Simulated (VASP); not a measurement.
Input:

```
CELL_PARAMETERS angstrom
      0.00000     3.26894     3.26894
      3.26894     0.00000     3.26894
      3.26894     3.26894     0.00000
ATOMIC_POSITIONS crystal
  K  0.00000 0.00000 0.00000
  Br 0.50000 0.50000 0.50000
```

All values below come from r2SCAN meta-GGA, VASP's PBE PAW potentials (set 64) (plane waves; VASP 6.6.1). Numerical set-up: 520 eV cut-off, 7×7×7 Γ-centred mesh, Gaussian smearing of 0.050 eV, potentials K_sv Br.

**Question.** Predict the energy per atom (σ→0), band gap (on the k-mesh) with the smallest direct gap where there is one.

**Answer.** 
The band gap (on the k-mesh) is 5.16 eV and the smallest direct gap (on the k-mesh) is 5.16 eV. The energy per atom (σ→0) is -11.622 eV/atom.

Total energies compare only between runs with the same potentials, cut-off and functional.

The compound is KBr in the rock salt structure. This cell is one point of a volume scan, at 0.97 of the reference volume.
